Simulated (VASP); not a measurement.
# Li: surface energy and work function by face, part 3 of 4

How do surface energy, work function and relaxation of Li depend on the face?

VASP 6.6.1; PBE; plane waves and PAW (Li).

So far. Step 4 (Relaxing the slab, 7 atoms, face Li(110)): The run ended after 7 ionic steps, 0.007 eV below its first step, once the forces on the free atoms met EDIFFG = -0.03. Step 5 (Vacuum level and density of states, 7 atoms, face …): The vacuum level lies 3.18 eV above the Fermi level at the upper face; both faces agree, as the slab has next to no dipole.

### Step 6. Surface relaxation, 9 atoms, face Li(100)

System of this step: Li(100). The cell holds 9 atoms: 9 Li. Its edges and angles: a = 3.439 Å, b = 3.439 Å, c = 28.755 Å, α = 90.0°, β = 90.0°, γ = 90.0°. It derives from Li. 9 layers of bcc Li, cut at this functional's lattice. Vacuum lies along c.

Contents of INCAR:

```
SYSTEM = Li
PREC = Normal
ENCUT = 320
EDIFF = 1E-05
NELM = 120
ISMEAR = 1
SIGMA = 0.15
LREAL = .FALSE.
ALGO = Fast
GGA = PE
NBANDS = 13
LORBIT = 11
LWAVE = .FALSE.
LCHARG = .FALSE.
KPAR = 4
LASPH = .TRUE.
IBRION = 2
NSW = 40
ISIF = 2
EDIFFG = -0.03
POTIM = 0.4
MAXMIX = 40
```

Contents of POSCAR:

```
Li
1.0
    3.4387239088      0.0000000000      0.0000000000
    0.0000000000      3.4387239088      0.0000000000
    0.0000000000      0.0000000000     28.7548956352
Li
9
Direct
    0.0000000000      0.0000000000      0.2608251500
    0.5000000000      0.5000000000      0.3206188600
    0.0000000000      0.0000000000      0.3804125800
    0.5000000000      0.5000000000      0.4402062900
    0.0000000000      0.0000000000      0.5000000000
    0.5000000000      0.5000000000      0.5597937100
    0.0000000000      0.0000000000      0.6195874200
    0.5000000000      0.5000000000      0.6793811400
    0.0000000000      0.0000000000      0.7391748500
```

Contents of KPOINTS:

```
Automatic mesh
0
Gamma
9 9 1
0 0 0
```

The projector-augmented-wave data sets are Li (PBE family, release 64).

On the command line:

```sh
> mpirun -np 4 vasp_std
```

The program printed:

```text
[banner, memory and clock lines left out]
running    4 mpi-ranks, on    1 nodes
 distrk:  each k-point on    1 cores,    4 groups
 distr:  one band on    1 cores,    1 groups

 POSCAR found type information on POSCAR Li
 POSCAR found :  1 types and       9 ions
 LDA part: xc-table for (Slater+PW92), standard interpolation
 POSCAR, INCAR and KPOINTS ok, starting setup
 FFT: planning ... GRIDC
 FFT: planning ... GRID_SOFT
 FFT: planning ... GRID
 WAVECAR not read
 entering main loop
       N       E                     dE             d eps       ncg     rms          rms(c)
DAV:   1    -0.704452462713E+01   -0.70445E+01   -0.16850E+03   390   0.271E+02
DAV:   2    -0.171936517985E+02   -0.10149E+02   -0.95671E+01   564   0.403E+01
DAV:   3    -0.177993023986E+02   -0.60565E+00   -0.57721E+00   539   0.911E+00
DAV:   4    -0.178220505027E+02   -0.22748E-01   -0.22739E-01   514   0.214E+00
DAV:   5    -0.178234293153E+02   -0.13788E-02   -0.13788E-02   616   0.487E-01    0.172E+00
RMM:   6    -0.177307057677E+02    0.92724E-01   -0.10330E+00   398   0.189E+00    0.245E+00
RMM:   7    -0.165730021439E+02    0.11577E+01   -0.10370E-01   392   0.804E-01    0.643E-01
RMM:   8    -0.164284331773E+02    0.14457E+00   -0.15909E-01   391   0.855E-01    0.476E-01
RMM:   9    -0.164359975027E+02   -0.75643E-02   -0.29033E-02   397   0.478E-01    0.263E-01
RMM:  10    -0.163996186151E+02    0.36379E-01   -0.17255E-02   392   0.358E-01    0.102E-01
RMM:  11    -0.164010497034E+02   -0.14311E-02   -0.75889E-03   394   0.248E-01    0.993E-02
RMM:  12    -0.164005792143E+02    0.47049E-03   -0.17690E-03   398   0.142E-01    0.766E-02
RMM:  13    -0.164012781189E+02   -0.69890E-03   -0.10611E-03   392   0.105E-01    0.191E-02
RMM:  14    -0.164015495272E+02   -0.27141E-03   -0.25272E-04   397   0.590E-02    0.160E-02
RMM:  15    -0.164017739910E+02   -0.22446E-03   -0.21157E-04   388   0.434E-02    0.816E-03
RMM:  16    -0.164018292554E+02   -0.55264E-04   -0.32768E-05   342   0.213E-02    0.579E-03
RMM:  17    -0.164019669813E+02   -0.13773E-03   -0.18663E-05   324   0.144E-02    0.175E-03
RMM:  18    -0.164020331712E+02   -0.66190E-04   -0.64331E-06   296   0.836E-03    0.165E-03
RMM:  19    -0.164020559109E+02   -0.22740E-04   -0.22635E-06   270   0.561E-03    0.495E-04
RMM:  20    -0.164020573031E+02   -0.13923E-05   -0.50733E-07   208   0.340E-03
   1 F= -.16402057E+02 E0= -.16405044E+02  d E =-.164021E+02
 curvature:   0.00 expect dE= 0.000E+00 dE for cont linesearch  0.000E+00
 trial: gam= 0.00000 g(F)=  0.114E-02 g(S)=  0.000E+00 ort = 0.000E+00 (trialstep = 0.100E+01)
 search vector abs. value=  0.114E-02
 bond charge predicted
       N       E                     dE             d eps       ncg     rms          rms(c)
DAV:   1    -0.164031762363E+02   -0.11203E-02   -0.13207E-03   505   0.136E-01    0.120E-02
RMM:   2    -0.164031539072E+02    0.22329E-04   -0.61668E-05   390   0.306E-02    0.128E-03
RMM:   3    -0.164031558486E+02   -0.19414E-05   -0.91174E-06   270   0.163E-02
   2 F= -.16403156E+02 E0= -.16406159E+02  d E =-.109855E-02
[...]
3 F= -.16405978E+02 E0= -.16409045E+02  d E =-.392108E-02
 curvature:  -2.85 expect dE=-0.170E-02 dE for cont linesearch -0.168E-02
 ZBRENT: increasing intervall
 opt :  10.0000  next Energy=   -16.409470 (dE=-0.741E-02)
 bond charge predicted
       N       E                     dE             d eps       ncg     rms          rms(c)
DAV:   1    -0.164101932484E+02   -0.42166E-02   -0.47900E-02   415   0.817E-01    0.703E-02
RMM:   2    -0.164094586899E+02    0.73456E-03   -0.20945E-03   399   0.182E-01    0.141E-03
RMM:   3    -0.164094989044E+02   -0.40215E-04   -0.36203E-04   410   0.969E-02    0.194E-03
RMM:   4    -0.164095058984E+02   -0.69941E-05   -0.66974E-05   387   0.395E-02
   4 F= -.16409506E+02 E0= -.16412664E+02  d E =-.744860E-02
 curvature:  -5.93 expect dE=-0.841E-03 dE for cont linesearch -0.619E-03
 trial: gam=-0.17807 g(F)=  0.142E-03 g(S)=  0.000E+00 ort = 0.344E-03 (trialstep = 0.280E+01)
 search vector abs. value=  0.552E-04
 reached required accuracy - stopping structural energy minimisation
```

Wall time 30 s (4 MPI ranks of AMD EPYC 7R13 (Zen 3), shared host); peak memory 0.66 GiB; 1.9 min of CPU time.

Parts of OUTCAR (step 6):

```text
   k-points           NKPTS =     15   k-points in BZ     NKDIM =     15   number of bands    NBANDS=     13

   ENCUT  =  320.0 eV  23.52 Ry    4.85 a.u.   5.02  5.02 41.94*2*pi/ulx,y,z

   NELECT =       9.0000    total number of electrons

 E-fermi :  -1.0690

 k-point     1 :       0.0000    0.0000    0.0000
  band No.  band energies     occupation
    ...
      2      -4.3025      2.00000
      3      -3.8454      2.00000
      4      -3.1898      2.00000
      5      -2.3968      2.00000
      6      -1.5221      2.00017
      7      -0.6571     -0.00072
      8       0.2649     -0.00000
      9       1.2712     -0.00000
     10       2.0385      0.00000
     11       2.1136      0.00000
    ...

  Total       -0.5740928     -0.5740928     -0.0925958      0.0000000      0.0000000      0.0000000
  in kB       -2.7051183     -2.7051183     -0.4363104      0.0000000      0.0000000      0.0000000
  external PRESSURE =      -1.9488490 kB  Pullay stress =       0.0000000 kB

 POSITION                                       TOTAL-FORCE (eV/Angst)
 -----------------------------------------------------------------------------------
      3.43872      3.43872      7.47450        -0.000000      0.000000     -0.019243
      1.71936      1.71936      9.25677        -0.000000      0.000000      0.026461
      0.00000      0.00000     10.93987         0.000000     -0.000000      0.020959
      1.71936      1.71936     12.64607        -0.000000     -0.000000     -0.018098
      0.00000      0.00000     14.37745        -0.000000      0.000000      0.000000
      1.71936      1.71936     16.10883         0.000000      0.000000      0.018098
      0.00000      0.00000     17.81503         0.000000     -0.000000     -0.020959
      1.71936      1.71936     19.49812         0.000000     -0.000000     -0.026461
      0.00000      3.43872     21.28040        -0.000000      0.000000      0.019243
 -----------------------------------------------------------------------------------
    total drift:                               -0.000000     -0.000000     -0.000000

  FREE ENERGIE OF THE ION-ELECTRON SYSTEM (eV)
  ---------------------------------------------------
  free  energy   TOTEN  =       -16.4095058984 eV

  energy  without entropy=      -16.4189806404  energy(sigma->0) =      -16.41266415

[... 1 part as in an earlier step ...]

[... 15 further parts left out ...]
```

The run keeps the 16 symmetry operations of its start, so it cannot find a distortion of lower symmetry.

The steps of the relaxation:

```tsv
step	energy less that of the first step (eV)	largest force (eV/Å)
1	0.0000	0.0969
2	-0.0011	0.0895
3	-0.0039	0.0686
4	-0.0074	0.0265
```

The atoms that moved most (Å):

```tsv
atom	dx	dy	dz	length
Li2	0.000	0.000	0.037	0.037
Li8	0.000	0.000	-0.037	0.037
Li1	0.000	0.000	-0.025	0.025
Li9	0.000	0.000	0.025	0.025
Li6	0.000	0.000	0.012	0.012
Li4	0.000	0.000	-0.012	0.012
```

Final coordinates:

```cif
data_structure
_symmetry_space_group_name_H-M 'P 1'
_symmetry_Int_Tables_number 1
_cell_length_a 3.4387
_cell_length_b 3.4387
_cell_length_c 28.7549
_cell_angle_alpha 90.000
_cell_angle_beta 90.000
_cell_angle_gamma 90.000
_cell_volume 340.02
loop_
_atom_site_label
_atom_site_type_symbol
_atom_site_fract_x
_atom_site_fract_y
_atom_site_fract_z
_atom_site_occupancy
Li1 Li 0.00000 0.00000 0.25994 1
Li2 Li 0.50000 0.50000 0.32192 1
Li3 Li 0.00000 0.00000 0.38045 1
Li4 Li 0.50000 0.50000 0.43979 1
Li5 Li 0.00000 0.00000 0.50000 1
Li6 Li 0.50000 0.50000 0.56021 1
Li7 Li 0.00000 0.00000 0.61955 1
Li8 Li 0.50000 0.50000 0.67808 1
Li9 Li 0.00000 0.00000 0.74006 1
```

Numbers from this step:

```
electronic steps        : 31
electrons               : 9
free energy (TOTEN)     : -16.41 eV
energy at zero smearing : -16.41 eV
Fermi energy            : -1.069 eV
```

The run ended after 4 ionic steps, 0.007 eV below its first step, once the forces on the free atoms met EDIFFG = -0.03.

### Step 7. Vacuum level and density of states, 9 atoms, face Li(100)

Contents of INCAR:

```
SYSTEM = Li
PREC = Normal
ENCUT = 320
EDIFF = 1E-06
NELM = 120
ISMEAR = 1
SIGMA = 0.15
LREAL = .FALSE.
ALGO = Fast
GGA = PE
NBANDS = 13
LORBIT = 11
LWAVE = .FALSE.
LCHARG = .TRUE.
KPAR = 4
LASPH = .TRUE.
IDIPOL = 3
LDIPOL = .TRUE.
DIPOL = 0.5 0.5 0.5
LVHAR = .TRUE.
LVACPOTAV = .TRUE.
NEDOS = 1500
```

Contents of POSCAR:

```
Li
1.0
    3.4387239088      0.0000000000      0.0000000000
    0.0000000000      3.4387239088      0.0000000000
    0.0000000000      0.0000000000     28.7548956352
Li
9
Direct
    0.0000000000      0.0000000000      0.2599383547
    0.5000000000      0.5000000000      0.3219198552
    0.0000000000      0.0000000000      0.3804523350
    0.5000000000      0.5000000000      0.4397883174
    0.0000000000      0.0000000000      0.5000000000
    0.5000000000      0.5000000000      0.5602116826
    0.0000000000      0.0000000000      0.6195476650
    0.5000000000      0.5000000000      0.6780801448
    0.0000000000      0.0000000000      0.7400616453
```

KPOINTS is that of step 6.

On the command line:

```sh
> mpirun -np 4 vasp_std
```

The program printed:

```text
[... set-up lines as in an earlier step ...]
 entering main loop
       N       E                     dE             d eps       ncg     rms          rms(c)
DAV:   1    -0.708163117756E+01   -0.70816E+01   -0.16844E+03   390   0.271E+02
DAV:   2    -0.172903212705E+02   -0.10209E+02   -0.96200E+01   577   0.403E+01
DAV:   3    -0.178764060240E+02   -0.58608E+00   -0.55897E+00   544   0.889E+00
DAV:   4    -0.178981595970E+02   -0.21754E-01   -0.21744E-01   501   0.211E+00
DAV:   5    -0.178994626083E+02   -0.13030E-02   -0.13030E-02   634   0.472E-01    0.176E+00
RMM:   6    -0.177536823650E+02    0.14578E+00   -0.11169E+00   522   0.195E+00    0.245E+00
RMM:   7    -0.165781080236E+02    0.11756E+01   -0.15139E-01   415   0.896E-01    0.635E-01
RMM:   8    -0.164365255247E+02    0.14158E+00   -0.14116E-01   483   0.833E-01    0.474E-01
RMM:   9    -0.164440598201E+02   -0.75343E-02   -0.32858E-02   448   0.480E-01    0.268E-01
RMM:  10    -0.164061487764E+02    0.37911E-01   -0.19357E-02   479   0.370E-01    0.115E-01
RMM:  11    -0.164096271551E+02   -0.34784E-02   -0.65187E-03   465   0.235E-01    0.110E-01
RMM:  12    -0.164080532214E+02    0.15739E-02   -0.15180E-03   492   0.133E-01    0.641E-02
RMM:  13    -0.164087811820E+02   -0.72796E-03   -0.12828E-03   461   0.107E-01    0.190E-02
RMM:  14    -0.164090301753E+02   -0.24899E-03   -0.24727E-04   478   0.594E-02    0.165E-02
RMM:  15    -0.164092428449E+02   -0.21267E-03   -0.20067E-04   484   0.437E-02    0.979E-03
RMM:  16    -0.164092821872E+02   -0.39342E-04   -0.39640E-05   497   0.230E-02    0.546E-03
RMM:  17    -0.164094204581E+02   -0.13827E-03   -0.17184E-05   482   0.144E-02    0.184E-03
RMM:  18    -0.164094766314E+02   -0.56173E-04   -0.49951E-06   451   0.840E-03    0.141E-03
RMM:  19    -0.164095051386E+02   -0.28507E-04   -0.25172E-06   428   0.569E-03    0.520E-04
RMM:  20    -0.164095064641E+02   -0.13255E-05   -0.66831E-07   373   0.327E-03    0.307E-04
RMM:  21    -0.164095072917E+02   -0.82757E-06   -0.17361E-07   345   0.198E-03
 [... a notice as in an earlier step ...]

   1 F= -.16409507E+02 E0= -.16412671E+02  d E =0.949236E-02
```

The job ended after 21 s (4 MPI ranks; peak memory 0.61 GiB; 77 s of CPU time).

From OUTCAR (step 7):

```text
   NELECT =       9.0000    total number of electrons

 dipolmoment           0.000000      0.000000     -0.000000 electrons x Angstroem

 E-fermi :  -1.0696

 k-point     1 :       0.0000    0.0000    0.0000
  band No.  band energies     occupation
    ...
      2      -4.3030      2.00000
      3      -3.8458      2.00000
      4      -3.1903      2.00000
      5      -2.3973      2.00000
      6      -1.5225      2.00017
      7      -0.6575     -0.00072
      8       0.2645     -0.00000
      9       1.2710     -0.00000
     10       2.1132      0.00000
     11       4.5336      0.00000
    ...

  Total       -0.5739793     -0.5739793     -0.0918216      0.0000000     -0.0000000     -0.0000000
  in kB       -2.7045835     -2.7045835     -0.4326620      0.0000000     -0.0000000     -0.0000000
  external PRESSURE =      -1.9472763 kB  Pullay stress =       0.0000000 kB

 POSITION                                       TOTAL-FORCE (eV/Angst)
 -----------------------------------------------------------------------------------
      0.00000      0.00000      7.47450         0.000000      0.000000     -0.019714
      1.71936      1.71936      9.25677         0.000000     -0.000000      0.027342
      0.00000      0.00000     10.93987         0.000000     -0.000000      0.021246
      1.71936      1.71936     12.64607        -0.000000      0.000000     -0.018263
      0.00000      0.00000     14.37745         0.000000      0.000000      0.000000
      1.71936      1.71936     16.10883         0.000000     -0.000000      0.018263
      0.00000      0.00000     17.81503        -0.000000      0.000000     -0.021246
      1.71936      1.71936     19.49812        -0.000000      0.000000     -0.027342
      0.00000      0.00000     21.28040         0.000000      0.000000      0.019714
 -----------------------------------------------------------------------------------
    total drift:                               -0.000000     -0.000000     -0.000000

  FREE ENERGIE OF THE ION-ELECTRON SYSTEM (eV)
  ---------------------------------------------------
  free  energy   TOTEN  =       -16.4095072917 eV

  energy  without entropy=      -16.4189996543  energy(sigma->0) =      -16.41267141

 vacuum level on the upper side and lower side of the slab         1.944         1.944

[... 7 parts as in an earlier step ...]

[... 10 further parts left out ...]
```

Numbers from this step:

```
electronic steps                           : 21
Fermi energy                               : -1.070 eV
vacuum levels                              : 1.944, 1.944 eV
work functions of the upper and lower face : 3.014, 3.014 eV
```

The planar average of the electrostatic potential oscillates, so the rows of the table below give means over windows of 1.71 Å about each position, cut where the curve ends. Its maxima inside the range that stand out by 2 % of the span (Å: eV): 8.4: 0.615, 10.2: 0.434, 11.8: 0.561, 13.5: 0.550, 15.3: 0.550, 17.0: 0.561, 18.6: 0.434, 20.3: 0.615. Its minima: 7.4: -1.79, 9.2: -1.43, 11.0: -1.40, 12.7: -1.41, 14.4: -1.46, 16.1: -1.41, 17.8: -1.40, 19.5: -1.43, 21.3: -1.79.

Zero at the Fermi level. The planar average of the electrostatic potential by height; means over each step:

height (Å), planar average of the electrostatic potential (eV) and a bar from the least value:
```
     0.85       3.01 ##############################
     2.56       3.01 ##############################
     4.28       2.97 ##############################
     5.98       2.10 ######################
     7.70      -0.60 
     9.41      -0.44 #
    11.12      -0.41 ##
    12.82      -0.40 ##
    14.54      -0.43 #
    16.25      -0.40 ##
    17.96      -0.43 #
    19.66      -0.41 ##
    21.38      -0.54 #
    23.09       2.47 ##########################
    24.79       2.99 ##############################
    26.50       3.01 ##############################
    28.21       3.01 ##############################
```

Density of states in the PAW spheres, an atom over height of the layer and energy from the Fermi level.

Ten even steps from '0' (0.000 states/eV) to '9' (0.117 states/eV), each cell a mean:
```
999999999
899999998
789989987
665565566
567656765
455666554
344444443
244454442
233333332
122222221
000010000
000000000
000000000
000000000
000000000
000000000
000000000
000000000
000000000
000000000
000000000
000000000
```
Columns: height of the layer (Å) from 7.5 to 21.3 (not evenly spaced); rows upwards: energy from the Fermi level (eV) from -7.9 to 0.5.

Valence density in the ca plane at fractional y = 0.000, with atoms of Li within 0.2 Å of it. It is the smooth field of the valence electrons, not physical close to the nuclei.

Values in e/Å³, 5 rows by 16 columns, each cell a mean:
```
0.033 0.039 0.053 0.043 0.031 0.050 0.051 0.032 0.041 0.054 0.041 0.021 0.011 0.003 0.001 0.000
0.051 0.052 0.054 0.052 0.049 0.053 0.054 0.050 0.052 0.054 0.052 0.034 0.014 0.003 0.001 0.000
0.055 0.055 0.054 0.053 0.053 0.054 0.054 0.055 0.054 0.054 0.054 0.037 0.015 0.003 0.001 0.000
0.046 0.049 0.054 0.050 0.044 0.053 0.053 0.046 0.050 0.054 0.050 0.031 0.013 0.003 0.001 0.000
0.030 0.036 0.053 0.040 0.028 0.049 0.050 0.028 0.039 0.054 0.038 0.018 0.011 0.003 0.001 0.000
```
Columns run along c (16.0 Å, from fractional 0.36 to 0.91 of the cell), rows up along a (3.4 Å). Atoms in or near the plane, at fractional coordinates: Li at (0.38, 0.00), Li at (0.50, 0.00), Li at (0.62, 0.00), Li at (0.74, 0.00).

The map of layer states is cut here 0.5 eV above the Fermi level, so it leaves out the states above that.

The vacuum level lies 3.01 eV above the Fermi level at the upper face; both faces agree, as the slab has next to no dipole.

The program found no field-free point at its default tolerance, but its printed level agrees with the flat part of the planar average.

On this mesh the fine structure of the density of states is sampling noise, and high empty states may be cut by the number of bands.

(Part 3 of 4 ends here.)

[Lines on the potential files, build, host, timing and source positions are cut from VASP's logs without a mark.]

[Logs are printed without paths, hosts, clocks, repeated set-up lines and the standing remarks that a program may print on its own settings, such as how far it seeks lower states.]

[Hosts, paths, dates, database ids (printed as entryN), source tags and the programs' standing remarks are cut or masked in the printed files.]

[Runs that stopped without an error message from VASP are left out.]
